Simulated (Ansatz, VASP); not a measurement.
# One calculation of KBeCl3, two programs

```
CELL_PARAMETERS angstrom
4.95425 0.00000 0.00000
0.00000 4.95425 0.00000
0.00000 0.00000 4.95425
ATOMIC_POSITIONS crystal
K 0.00000 0.00000 0.00000
Be 0.50000 0.50000 0.50000
Cl 0.50000 0.00000 0.00000
Cl 0.00000 0.50000 0.00000
Cl 0.00000 0.00000 0.50000
```

Change from the starting cell: species swapped into the Lu3PbC type (Pm-3m, No. 221).

Alike in both runs: task single point; functional PBE; k mesh 4 × 4 × 4; occupations gaussian, width 0.1 eV; no spin polarisation.

```csv
,VASP,Ansatz
version,VASP 6.6.1,Ansatz 0.2.0
potentials or method,"VASP PAW PBE potentials, release 64 (K_sv, Be, Cl)","scalar-relativistic, plane waves, PAW"
plane-wave cutoff (eV),520,420
valence electrons in the cell,32,32
```

|  | VASP | Ansatz | Ansatz less VASP |
| --- | --- | --- | --- |
| gap on the k mesh at the Fermi level (eV) | none | none | - |
| pressure (GPa) | 12.1 | 11.8 | -0.32 |

A gap of «none» marks a metal or a gap that the smearing closes. With one functional, cell and mesh, what is left measures potentials, basis and numerics.
